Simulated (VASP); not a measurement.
Consider the following.

```xyz
3
Lattice="-1.7358 1.7358 4.2483 1.7358 -1.7358 4.2483 1.7358 1.7358 -4.2483" Properties=species:S:1:pos:R:3 pbc="T T T"
Ag     0.0000     0.0000     0.0000
W      0.0000     0.0000     2.8489
W      0.0000     0.0000     5.6477
```

These are PBE GGA, VASP's PBE PAW potentials (set 64) (plane waves; VASP) values and carry that method's errors. Numerical set-up: 300 eV cut-off, 7×7×7 Γ-centred mesh, Fermi-Dirac smearing of 0.10 eV, potentials Ag W_sv.

At this cut-off the stress carries a Pulay error, which pulls relaxed volumes low. Unless said otherwise, spin-orbit coupling is left out, though it shifts the bands of the heavy elements here.

### Question
Predict the energy per atom (σ→0), pressure, largest force, band gap (on the k-mesh) with the smallest direct gap where there is one.

### Answer

The band gap (on the k-mesh) comes out as none (metal, semimetal or under 0.01 eV), the energy per atom (σ→0) is -8.743 eV/atom and the pressure is -6.28 GPa. The largest force is 1.366 eV/Å.

The structure was generated: AgW2 was put into an ordered model structure, which need not be its known phase. The cell was not relaxed at this level. The k-mesh is coarse (spacing up to 0.37 per Å, 2π included), so the numbers may not be converged in it. The electron count is odd and the run is not spin-polarised, which forces a metal.
